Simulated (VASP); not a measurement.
# Band-edge properties of C (Fd-3m)

Aim: the gap of C, the masses at its band edges and their response to strain. The start is a cell from a database of measured crystal structures.

Program: VASP 6.6.1. Level of theory: PBE; plane waves and PAW (C), in the first sound run; inputs show where later runs differ. Results are calculated unless marked as measured.

This is a report of a sequence of runs, with most program output left out.

**1. Starting point**

Symmetry: Fd-3m, No. 227, cubic system. The conventional cell has a = 3.567 Å, b = 3.567 Å, c = 3.567 Å, α = 90.00°, β = 90.00°, γ = 90.00°. Nearest to C lie 4 C at 1.54 Å.

**2. Relaxation of the atoms**

The cell is kept as given; the atoms are relaxed first, so that no residual force shifts the band edges.

File INCAR:

```
SYSTEM = C
PREC = Accurate
ENCUT = 520
EDIFF = 1E-06
NELM = 100
ISMEAR = 0
SIGMA = 0.02
LREAL = .FALSE.
ALGO = Normal
GGA = PE
NBANDS = 10
LORBIT = 11
LWAVE = .FALSE.
LCHARG = .FALSE.
KPAR = 4
IBRION = 2
NSW = 40
ISIF = 2
EDIFFG = -0.005
```

File POSCAR:

```
C
1.0
    0.0000000000      1.7833700000      1.7833700000
    1.7833700000      0.0000000000      1.7833700000
    1.7833700000      1.7833700000      0.0000000000
C
2
Direct
    0.5000000000      0.5000000000      0.5000000000
    0.7500000000      0.7500000000      0.7500000000
```

File KPOINTS:

```
Automatic mesh
0
Gamma
14 14 14
0 0 0
```

The projector-augmented-wave data sets are C (PBE family, release 64).

Started as:

```
mpirun -np 4 vasp_std
```

Elapsed: 6.6 s, on 4 MPI ranks of AMD EPYC 7R43, shared host; peak memory 0.38 GiB.

The gap is read on the k-mesh alone, so it is an upper bound where the band edges lie off the mesh. The run keeps the 48 symmetry operations of its start, so it cannot find a distortion of lower symmetry.

The forces vanish from the start, and no atom moves.

This step gave:

```
SCF cycles                     : 11
electrons                      : 8
bands                          : 10
irreducible k-points           : 104
symmetry operations            : 48
free energy (TOTEN)            : -18.19 eV
Fermi energy                   : 9.816 eV
pressure                       : 2.454 GPa
metallic                       : no
valence top at k               : 0, 0, 0
conduction bottom at k         : 0.3571, 0.3571, 0
least direct gap at k          : 0, 0, 0
gap on the k-mesh              : 4.129 eV
least direct gap on the k-mesh : 5.590 eV
```

**3. Bands on a dense mesh**

A dense even mesh and a path are solved together, since either alone can miss a band edge.

Changes to INCAR since step 2:

```diff
@@ -10,3 +10,3 @@
 GGA = PE
-NBANDS = 10
+NBANDS = 16
 LORBIT = 11
@@ -15,5 +15,2 @@
 KPAR = 4
-IBRION = 2
-NSW = 40
 ISIF = 2
-EDIFFG = -0.005
```

POSCAR is that of step 2.

File KPOINTS:

```
Automatic mesh
0
Gamma
18 18 18
0 0 0
```

File KPOINTS_OPT:

```
Line mode
24
Line-mode
Reciprocal
  0.00000000   0.00000000   0.00000000 GAMMA
  0.50000000   0.00000000   0.50000000 X

  0.50000000   0.00000000   0.50000000 X
  0.50000000   0.25000000   0.75000000 W

  0.50000000   0.25000000   0.75000000 W
  0.37500000   0.37500000   0.75000000 K

  0.37500000   0.37500000   0.75000000 K
  0.00000000   0.00000000   0.00000000 GAMMA

  0.00000000   0.00000000   0.00000000 GAMMA
  0.50000000   0.50000000   0.50000000 L

  0.50000000   0.50000000   0.50000000 L
  0.62500000   0.25000000   0.62500000 U

  0.62500000   0.25000000   0.62500000 U
  0.50000000   0.25000000   0.75000000 W

  0.50000000   0.25000000   0.75000000 W
  0.50000000   0.50000000   0.50000000 L

  0.50000000   0.50000000   0.50000000 L
  0.37500000   0.37500000   0.75000000 K

  0.62500000   0.25000000   0.62500000 U
  0.50000000   0.00000000   0.50000000 X
```

Started as:

```
mpirun -np 4 vasp_std
```

Elapsed: 27 s, on 4 MPI ranks; peak memory 0.52 GiB; 1.7 min of CPU time.

Numbers from this step:

- bands: 16
- irreducible k-points: 195
- Fermi energy: 10.03 eV
- pressure: 2.462 GPa
- least gap on mesh and path: 4.130 eV
- least direct gap on mesh and path: 5.590 eV
- conduction bottom at k: 0.3696, 0, 0.3696

Electronic bands along the path, in eV, zero at the valence-band top; v1 is the highest filled band, c1 the lowest empty one:

```
          point      v3     v2     v1     c1     c2     c3
              Γ    0.00   0.00   0.00   5.59   5.59   5.59
0.48 of the way   -4.19  -3.94  -3.94   4.50  10.60  11.25
              X  -12.76  -6.30  -6.30   4.76   4.76  16.81
0.48 of the way  -12.45  -7.25  -7.25   6.71   6.71  15.68
              W  -11.97  -8.32  -8.32  10.62  10.62  12.32
0.48 of the way  -11.66  -9.04  -6.68   7.61  10.83  13.38
              K  -11.73  -9.32  -5.36   5.68  10.75  14.37
0.52 of the way   -6.19  -5.27  -1.60   7.94   8.65   9.78
              Γ    0.00   0.00   0.00   5.59   5.59   5.59
0.52 of the way   -6.96  -1.83  -1.83   7.88   7.88   8.22
              L  -13.37  -2.80  -2.80   8.46   8.46   8.85
0.48 of the way  -12.67  -5.66  -3.86   7.25  10.67  11.54
              U  -11.73  -9.32  -5.36   5.68  10.75  14.37
0.48 of the way  -11.67  -9.08  -6.50   7.33  10.82  13.50
              W  -11.97  -8.32  -8.32  10.62  10.62  12.32
0.48 of the way  -12.28  -6.52  -4.84   8.34   9.52  13.26
              L  -13.37  -2.80  -2.80   8.46   8.46   8.85
0.52 of the way  -12.54  -6.08  -4.01   7.08  11.02  11.94
              K  -11.73  -9.32  -5.36   5.68  10.75  14.37
      jump to U  -11.73  -9.32  -5.36   5.68  10.75  14.37
0.52 of the way  -12.53  -7.48  -6.08   4.97   6.52  16.17
              X  -12.76  -6.30  -6.30   4.76   4.76  16.81
```

At this level the gap is 4.13 eV. At 2.5 GPa the cell is away from the equilibrium volume of this level: left free, it would expand.

**4. Effective masses**

Masses follow from the curvature at each edge; two step lengths test the parabola and the numerical noise.

File INCAR:

```
SYSTEM = C
PREC = Accurate
ENCUT = 520
EDIFF = 1E-08
NELM = 100
ISMEAR = 0
SIGMA = 0.02
LREAL = .FALSE.
ALGO = Normal
GGA = PE
NBANDS = 10
LORBIT = 11
LWAVE = .FALSE.
LCHARG = .FALSE.
KPAR = 4
```

POSCAR is that of step 3.

File KPOINTS:

```
Automatic mesh
0
Gamma
14 14 14
0 0 0
```

File KPOINTS_OPT:

```
points round the band edges
26
Reciprocal
  0.0000000000   0.0000000000   0.0000000000 1
  0.3695652200   0.0000000000   0.3695652200 1
  0.0000000000  -0.0022706572  -0.0022706572 1
  0.0000000000   0.0022706572   0.0022706572 1
 -0.0022706572   0.0000000000  -0.0022706572 1
  0.0022706572  -0.0000000000   0.0022706572 1
 -0.0022706572  -0.0022706572   0.0000000000 1
  0.0022706572   0.0022706572  -0.0000000000 1
  0.0000000000  -0.0085149645  -0.0085149645 1
  0.0000000000   0.0085149645   0.0085149645 1
 -0.0085149645   0.0000000000  -0.0085149645 1
  0.0085149645  -0.0000000000   0.0085149645 1
 -0.0085149645  -0.0085149645   0.0000000000 1
  0.0085149645   0.0085149645  -0.0000000000 1
  0.3695652200  -0.0022706572   0.3672945628 1
  0.3695652200   0.0022706572   0.3718358772 1
  0.3672945628   0.0000000000   0.3672945628 1
  0.3718358772  -0.0000000000   0.3718358772 1
  0.3672945628  -0.0022706572   0.3695652200 1
  0.3718358772   0.0022706572   0.3695652200 1
  0.3695652200  -0.0085149645   0.3610502555 1
  0.3695652200   0.0085149645   0.3780801845 1
  0.3610502555   0.0000000000   0.3610502555 1
  0.3780801845  -0.0000000000   0.3780801845 1
  0.3610502555  -0.0085149645   0.3695652200 1
  0.3780801845   0.0085149645   0.3695652200 1
```

Started as:

```
mpirun -np 4 vasp_std
```

Elapsed: 8.4 s, on 4 MPI ranks; peak memory 0.38 GiB.

This step gave:

```yaml
scf_cycles: 13
bands: 10
irreducible_k_points: 104
fermi_energy: 9.816 eV
pressure: 2.457 GPa
```

Central differences; holes have negative curvature. Effective masses along the Cartesian axes:

```
edge  band from the gap  direction  step (Å⁻¹)  mass (electron masses)
 VBM                 -1          x       0.008                 -0.4269
 VBM                 -2          x       0.008                  -0.294
 VBM                 -3          x       0.008                 -0.2938
 VBM                 -1          y       0.008                 -0.4269
 VBM                 -2          y       0.008                  -0.294
 VBM                 -3          y       0.008                 -0.2938
 VBM                 -1          z       0.008                 -0.4269
 VBM                 -2          z       0.008                  -0.294
 VBM                 -3          z       0.008                 -0.2938
 VBM                 -1          x        0.03                 -0.5054
 VBM                 -2          x        0.03                 -0.2928
 VBM                 -3          x        0.03                 -0.2928
 VBM                 -1          y        0.03                 -0.5054
 VBM                 -2          y        0.03                 -0.2928
 VBM                 -3          y        0.03                 -0.2928
 VBM                 -1          z        0.03                 -0.5054
 VBM                 -2          z        0.03                 -0.2928
 VBM                 -3          z        0.03                 -0.2928
 CBM                  1          x       0.008                  0.2892
 CBM                  1          y       0.008                   1.598
 CBM                  1          z       0.008                  0.2892
 CBM                  1          x        0.03                  0.2895
 CBM                  1          y        0.03                   1.598
 CBM                  1          z        0.03                  0.2895
```

The run ends at a pressure of 2.46 GPa.

**5. Dielectric tensor, Born charges and zone-centre modes**

Perturbation theory gives the screening, the Born charges and the zone-centre modes; it wants a tight threshold.

Changes to INCAR since step 4:

```diff
@@ -15 +15,3 @@
 KPAR = 4
+IBRION = 8
+LEPSILON = .TRUE.
```

POSCAR is that of step 4.

File KPOINTS:

```
Automatic mesh
0
Gamma
18 18 18
0 0 0
```

Started as:

```
mpirun -np 4 vasp_std
```

Run time: 3 min. Hardware: 4 MPI ranks; peak memory 1.1 GiB; 12 min of CPU time.

Energies printed during the response cycles are not total energies of the cell.

This step gave:

- irreducible k-points: 195
- pressure of the cell: 2.459 GPa
- largest force of the cell: 0 eV/Å
- conduction bottom at k: 0.3889, 0.3889, 0
- gap on the k-mesh: 4.148 eV

Electronic dielectric tensor with local fields:

```
5.82 0.00 0.00
0.00 5.82 0.00
0.00 0.00 5.82
```

The ionic part of the static dielectric tensor vanishes.

The Born effective charge vanishes on all sites.

No line of the infrared spectrum has any intensity.

Transverse limit, no LO-TO splitting. Modes at Γ:

```
mode  frequency (cm⁻¹)  symmetry  IR
   1               0.0  acoustic   0
   2               0.0  acoustic   0
   3               0.0  acoustic   0
   4            1299.7       T2g   0
   5            1299.7       T2g   0
   6            1299.7       T2g   0
```

Displacements in mode 4 (1299.7 cm⁻¹), the largest set to 1:
```
C1   0.00  0.00 -1.00
C2   0.00  0.00  1.00
```

**6. Bands on the mesh of the strain series**

The unstrained gap is taken on the mesh of the strained cells, so that mesh errors cancel.

File INCAR:

```
SYSTEM = C
PREC = Accurate
ENCUT = 520
EDIFF = 1E-06
NELM = 100
ISMEAR = 0
SIGMA = 0.02
LREAL = .FALSE.
ALGO = Normal
GGA = PE
NBANDS = 16
LORBIT = 11
LWAVE = .FALSE.
LCHARG = .FALSE.
KPAR = 4
ISIF = 2
```

POSCAR is that of step 5.

File KPOINTS:

```
Automatic mesh
0
Gamma
14 14 14
0 0 0
```

File KPOINTS_OPT:

```
Line mode
16
Line-mode
Reciprocal
  0.00000000   0.00000000   0.00000000 GAMMA
  0.50000000   0.00000000   0.50000000 X

  0.50000000   0.00000000   0.50000000 X
  0.50000000   0.25000000   0.75000000 W

  0.50000000   0.25000000   0.75000000 W
  0.37500000   0.37500000   0.75000000 K

  0.37500000   0.37500000   0.75000000 K
  0.00000000   0.00000000   0.00000000 GAMMA

  0.00000000   0.00000000   0.00000000 GAMMA
  0.50000000   0.50000000   0.50000000 L

  0.50000000   0.50000000   0.50000000 L
  0.62500000   0.25000000   0.62500000 U

  0.62500000   0.25000000   0.62500000 U
  0.50000000   0.25000000   0.75000000 W

  0.50000000   0.25000000   0.75000000 W
  0.50000000   0.50000000   0.50000000 L

  0.50000000   0.50000000   0.50000000 L
  0.37500000   0.37500000   0.75000000 K

  0.62500000   0.25000000   0.62500000 U
  0.50000000   0.00000000   0.50000000 X
```

Started as:

```
mpirun -np 4 vasp_std
```

Elapsed: 15 s, on 4 MPI ranks; peak memory 0.43 GiB.

This step gave:

| Property | Result |
| --- | --- |
| SCF cycles | 11 |
| bands | 16 |
| irreducible k-points | 104 |
| Fermi energy | 10.03 eV |
| pressure | 2.460 GPa |
| least gap on mesh and path | 4.129 eV |
| conduction bottom at k | 0.3667, 0, 0.3667 |

Electronic bands along the path, in eV, zero at the valence-band top; v1 is the highest filled band, c1 the lowest empty one:

```
          point      v3     v2     v1     c1     c2     c3     c4
              Γ    0.00   0.00   0.00   5.59   5.59   5.59  13.33
0.47 of the way   -4.02  -3.84  -3.84   4.53  10.79  11.07  11.07
              X  -12.76  -6.30  -6.30   4.76   4.76  16.81  16.81
0.47 of the way  -12.46  -7.21  -7.21   6.63   6.63  15.74  15.74
              W  -11.97  -8.32  -8.32  10.62  10.62  12.32  12.32
0.47 of the way  -11.66  -9.03  -6.72   7.68  10.84  13.34  14.21
              K  -11.73  -9.32  -5.36   5.68  10.75  14.37  15.63
0.53 of the way   -6.02  -5.11  -1.52   7.83   8.65   9.63  13.69
              Γ    0.00   0.00   0.00   5.59   5.59   5.59  13.33
0.47 of the way   -6.02  -1.61  -1.61   7.64   7.64   8.03  14.50
              L  -13.37  -2.80  -2.80   8.46   8.46   8.85  15.70
0.53 of the way  -12.50  -6.19  -4.05   7.04  11.11  12.05  14.77
              U  -11.73  -9.32  -5.36   5.68  10.75  14.37  15.63
0.47 of the way  -11.67  -9.09  -6.46   7.26  10.82  13.54  14.50
              W  -11.97  -8.32  -8.32  10.62  10.62  12.32  12.32
0.47 of the way  -12.24  -6.63  -4.92   8.37   9.56  13.36  14.71
              L  -13.37  -2.80  -2.80   8.46   8.46   8.85  15.70
0.53 of the way  -12.50  -6.19  -4.05   7.04  11.11  12.05  14.77
              K  -11.73  -9.32  -5.36   5.68  10.75  14.37  15.63
      jump to U  -11.73  -9.32  -5.36   5.68  10.75  14.37  15.63
0.53 of the way  -12.54  -7.43  -6.09   4.96   6.44  16.20  16.50
              X  -12.76  -6.30  -6.30   4.76   4.76  16.81  16.81
```

The path shows an indirect gap of 4.13 eV (valence top at Γ, conduction bottom between Γ and X). The least direct gap is 5.59 eV.

**7. Strained cell, atoms relaxed, strain hydrostatic -0.5 %**

Strain can move atoms inside the cell where symmetry leaves them free, so a relaxation comes before the gap is read.

Changes to INCAR since step 6:

```diff
@@ -10,3 +10,3 @@
 GGA = PE
-NBANDS = 16
+NBANDS = 10
 LORBIT = 11
@@ -15,2 +15,5 @@
 KPAR = 4
+IBRION = 2
+NSW = 30
 ISIF = 2
+EDIFFG = -0.003
```

File POSCAR:

```
C
1.0
    0.0000000000      1.7744531500      1.7744531500
    1.7744531500      0.0000000000      1.7744531500
    1.7744531500      1.7744531500      0.0000000000
C
2
Direct
    0.5000000000      0.5000000000      0.5000000000
    0.7500000000      0.7500000000      0.7500000000
```

KPOINTS is that of step 6.

Started as:

```
mpirun -np 4 vasp_std
```

Wall time 7 s (4 MPI ranks); peak memory 0.35 GiB.

The forces vanish from the start, and no atom moves.

Numbers from this step:

* bands: 10
* free energy (TOTEN): -18.18 eV
* Fermi energy: 10.16 eV
* pressure: 9.310 GPa
* conduction bottom at k: 0.3571, 0.3571, 0
* gap on the k-mesh: 4.163 eV
* least direct gap on the k-mesh: 5.631 eV

**8. Bands of the strained cell, strain hydrostatic -0.5 %**

The gap is read at the strained, relaxed geometry.

Changes to INCAR since step 7:

```diff
@@ -10,3 +10,3 @@
 GGA = PE
-NBANDS = 10
+NBANDS = 16
 LORBIT = 11
@@ -15,5 +15,2 @@
 KPAR = 4
-IBRION = 2
-NSW = 30
 ISIF = 2
-EDIFFG = -0.003
```

POSCAR is that of step 7.

KPOINTS is that of step 7.

KPOINTS_OPT is that of step 6.

Started as:

```
mpirun -np 4 vasp_std
```

It took 17 s on 4 MPI ranks; peak memory 0.44 GiB.

This step gave:

* bands: 16
* Fermi energy: 10.25 eV
* pressure: 9.315 GPa
* least gap on mesh and path: 4.162 eV
* least direct gap on mesh and path: 5.631 eV
* conduction bottom at k: 0.3667, 0, 0.3667

Electronic bands along the path, in eV, zero at the valence-band top; v1 is the highest filled band, c1 the lowest empty one:

```
          point      v3     v2     v1     c1     c2     c3
              Γ    0.00   0.00   0.00   5.63   5.63   5.63
0.53 of the way   -5.05  -4.46  -4.46   4.40   9.80  12.24
              X  -12.87  -6.39  -6.39   4.79   4.79  17.04
0.53 of the way  -12.48  -7.53  -7.53   7.19   7.19  15.59
              W  -12.05  -8.45  -8.45  10.69  10.69  12.51
0.47 of the way  -11.75  -9.17  -6.82   7.74  10.94  13.52
              K  -11.83  -9.46  -5.44   5.72  10.86  14.54
0.47 of the way   -7.04  -6.09  -2.01   8.57   8.68  10.62
              Γ    0.00   0.00   0.00   5.63   5.63   5.63
0.53 of the way   -7.24  -1.90  -1.90   7.99   7.99   8.40
              L  -13.54  -2.84  -2.84   8.52   8.52   9.05
0.53 of the way  -12.65  -6.26  -4.11   7.09  11.23  12.26
              U  -11.83  -9.46  -5.44   5.72  10.86  14.54
0.47 of the way  -11.76  -9.23  -6.55   7.32  10.92  13.71
              W  -12.05  -8.45  -8.45  10.69  10.69  12.51
0.47 of the way  -12.38  -6.71  -5.00   8.42   9.69  13.57
              L  -13.54  -2.84  -2.84   8.52   8.52   9.05
0.53 of the way  -12.65  -6.26  -4.11   7.09  11.23  12.26
              K  -11.83  -9.46  -5.44   5.72  10.86  14.54
      jump to U  -11.83  -9.46  -5.44   5.72  10.86  14.54
0.53 of the way  -12.64  -7.54  -6.18   5.00   6.50  16.42
              X  -12.87  -6.39  -6.39   4.79   4.79  17.04
```

On this path the gap is indirect, 4.16 eV, with the valence top at Γ and the conduction bottom between Γ and X. The least direct gap is 5.63 eV.

**9. Strained cell, atoms relaxed, strain hydrostatic 0.5 %**

Changes to INCAR since step 8:

```diff
@@ -10,3 +10,3 @@
 GGA = PE
-NBANDS = 16
+NBANDS = 10
 LORBIT = 11
@@ -15,2 +15,5 @@
 KPAR = 4
+IBRION = 2
+NSW = 30
 ISIF = 2
+EDIFFG = -0.003
```

File POSCAR:

```
C
1.0
    0.0000000000      1.7922868500      1.7922868500
    1.7922868500      0.0000000000      1.7922868500
    1.7922868500      1.7922868500      0.0000000000
C
2
Direct
    0.5000000000      0.5000000000      0.5000000000
    0.7500000000      0.7500000000      0.7500000000
```

KPOINTS is that of step 8.

Started as:

```
mpirun -np 4 vasp_std
```

Elapsed: 6.8 s, on 4 MPI ranks; peak memory 0.37 GiB; 24 s of CPU time.

The forces vanish from the start, and no atom moves.

**10. Bands of the strained cell, strain hydrostatic 0.5 %**

Changes to INCAR since step 9:

```diff
@@ -10,3 +10,3 @@
 GGA = PE
-NBANDS = 10
+NBANDS = 16
 LORBIT = 11
@@ -15,5 +15,2 @@
 KPAR = 4
-IBRION = 2
-NSW = 30
 ISIF = 2
-EDIFFG = -0.003
```

POSCAR is that of step 9.

KPOINTS is that of step 9.

KPOINTS_OPT is that of step 8.

Started as:

```
mpirun -np 4 vasp_std
```

It took 18 s on 4 MPI ranks; peak memory 0.42 GiB.

Electronic bands along the path, in eV, zero at the valence-band top; v1 is the highest filled band, c1 the lowest empty one:

```
          point      v3     v2     v1     c1     c2     c3     c4
              Γ    0.00   0.00   0.00   5.55   5.55   5.55  12.99
0.47 of the way   -4.01  -3.78  -3.78   4.49  10.67  10.95  10.95
              X  -12.66  -6.21  -6.21   4.73   4.73  16.58  16.58
0.47 of the way  -12.37  -7.11  -7.11   6.57   6.57  15.52  15.52
              W  -11.89  -8.19  -8.19  10.55  10.55  12.13  12.13
0.47 of the way  -11.57  -8.89  -6.62   7.62  10.74  13.17  14.01
              K  -11.63  -9.17  -5.29   5.64  10.63  14.19  15.40
0.47 of the way   -6.92  -5.92  -1.96   8.41   8.48  10.36  13.45
              Γ    0.00   0.00   0.00   5.55   5.55   5.55  12.99
0.53 of the way   -7.08  -1.85  -1.85   7.85   7.85   8.11  14.54
              L  -13.21  -2.76  -2.76   8.40   8.40   8.65  15.56
0.53 of the way  -12.35  -6.12  -3.99   6.98  11.00  11.85  14.61
              U  -11.63  -9.17  -5.29   5.64  10.63  14.19  15.40
0.47 of the way  -11.58  -8.95  -6.36   7.20  10.72  13.36  14.30
              W  -11.89  -8.19  -8.19  10.55  10.55  12.13  12.13
0.47 of the way  -12.09  -6.56  -4.85   8.32   9.43  13.15  14.53
              L  -13.21  -2.76  -2.76   8.40   8.40   8.65  15.56
0.53 of the way  -12.35  -6.12  -3.99   6.98  11.00  11.85  14.61
              K  -11.63  -9.17  -5.29   5.64  10.63  14.19  15.40
      jump to U  -11.63  -9.17  -5.29   5.64  10.63  14.19  15.40
0.47 of the way  -12.37  -7.59  -5.94   4.99   6.84  15.82  16.18
              X  -12.66  -6.21  -6.21   4.73   4.73  16.58  16.58
```

The path shows an indirect gap of 4.10 eV (valence top at Γ, conduction bottom between Γ and X). The least direct gap is 5.55 eV.

**11. Strained cell, atoms relaxed, strain along x -0.5 %**

Changes to INCAR since step 10:

```diff
@@ -10,3 +10,3 @@
 GGA = PE
-NBANDS = 16
+NBANDS = 10
 LORBIT = 11
@@ -15,2 +15,5 @@
 KPAR = 4
+IBRION = 2
+NSW = 30
 ISIF = 2
+EDIFFG = -0.003
```

File POSCAR:

```
C
1.0
    0.0000000000      1.7833700000      1.7833700000
    1.7744531500      0.0000000000      1.7833700000
    1.7744531500      1.7833700000      0.0000000000
C
2
Direct
    0.5000000000      0.5000000000      0.5000000000
    0.7500000000      0.7500000000      0.7500000000
```

KPOINTS is that of step 10.

Started as:

```
mpirun -np 4 vasp_std
```

The job ended after 10 s (4 MPI ranks; peak memory 0.42 GiB; 38 s of CPU time).

The run keeps the 16 symmetry operations of its start, so it cannot find a distortion of lower symmetry.

The forces vanish from the start, and no atom moves.

[end of part 1 of 2]

[Lines on the potential files, build, host, timing and source positions are cut from VASP's logs without a mark.]

[Logs are printed without paths, hosts, clocks, repeated set-up lines and the standing remarks that a program may print on its own settings, such as how far it seeks lower states.]

[Hosts, paths, dates, database ids (printed as entryN), source tags and the programs' standing remarks are cut or masked in the printed files.]

[In band tables of VASP the shares of atoms and orbitals are scaled to a sum of 1 inside the atoms' spheres.]

[Gaps and slopes under strain along one axis are those of the sampled path and mesh points; where strain splits equal valleys, another of them can be the edge.]
